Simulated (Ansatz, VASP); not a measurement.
**One calculation of Hf2CdSb3, two programs**

INCAR

```
SYSTEM = Hf2CdSb3
PREC = Accurate ; ENCUT = 520
EDIFF = 1E-6 ; ISMEAR = -1
SIGMA = 0.1 ; LREAL = .False.
LASPH = .True. ; NELM = 100
ALGO = Normal ; ISIF = 2
LWAVE = .False. ; LCHARG = .False.
GGA = PS ; NBANDS = 32
```

The input KPOINTS:

```
Automatic mesh
0
Gamma
  5 5 2
  0 0 0
```

File POSCAR:

```
Hf2CdSb3
1.0
    4.0740550000      0.0000000000      0.0000000000
    0.0000000000      4.0740550000      0.0000000000
    0.0000000000      0.0000000000      8.9288240000
Sb Cd Hf
3 1 2
Direct
    0.5000000000      0.5000000000      0.0000000000
    0.0000000000      0.5000000000      0.3820000000
    0.5000000000      0.0000000000      0.6180000000
    0.0000000000      0.0000000000      0.0000000000
    0.0000000000      0.5000000000      0.7340000000
    0.5000000000      0.0000000000      0.2660000000
```

Input for Ansatz:

```yaml
crystal:
  lattice:
    - [4.074055, 0.0, 0.0]
    - [0.0, 4.074055, 0.0]
    - [0.0, 0.0, 8.928824]
  atoms:
    - { symbol: Sb, position: [0.5, 0.5, 0.0] }
    - { symbol: Cd, position: [0.0, 0.0, 0.0] }
    - { symbol: Hf, position: [0.0, 0.5, 0.734] }
    - { symbol: Hf, position: [0.5, 0.0, 0.266] }
    - { symbol: Sb, position: [0.0, 0.5, 0.382] }
    - { symbol: Sb, position: [0.5, 0.0, 0.618] }
  symmetry: { tolerance: 0.0003 }
kpoints:
  mp_grid: { grid: [5, 5, 2], shift: [0, 0, 0] }
magnetization:
  spin_polarized: false
scf:
  occupations: { method: fermi_dirac }
hamiltonian:
  pseudopotentials: { kind: paw }
  xc: pbesol
basis:
  ecutwfc: 420
output:
  forces: true
  stress: true
  eigenvalues: true
```

The cell was built by a generator and needn't be a form met in nature.

Alike in both runs: task single point; functional PBEsol; k mesh 5 × 5 × 2; no spin polarisation.

|  | VASP | Ansatz |
| --- | --- | --- |
| version | VASP 6.6.1 | Ansatz 0.2.0 |
| potentials or method | VASP PAW PBE potentials, release 64 (Sb, Cd, Hf_pv) | PAW plane waves |
| plane-wave cutoff (eV) | 520 | 420 |
| occupations | fermi-dirac, width 0.1 eV | fermi-dirac |
| valence electrons in the cell | 47 | 117 |

|  | VASP | Ansatz | Ansatz less VASP |
| --- | --- | --- | --- |
| gap on the k mesh at the Fermi level (eV) | none | none | - |
| pressure (GPa) | -7.0 | -6.9 | +0.03 |
| largest component of the traceless stress (GPa) | 1.78 | 1.72 | -0.061 |
| rms of the force components (eV/Å) | 0.165 | 0.167 | +0.0013 |

A gap of «none» marks a metal or a gap that the smearing closes. The two sets of potentials don't hold the same shells in valence.

Caveats: the PAW data sets were made with another functional, which shifts forces and pressure a little (VASP). The runs have no spin-orbit coupling, so splittings on Hf, Sb are missing.
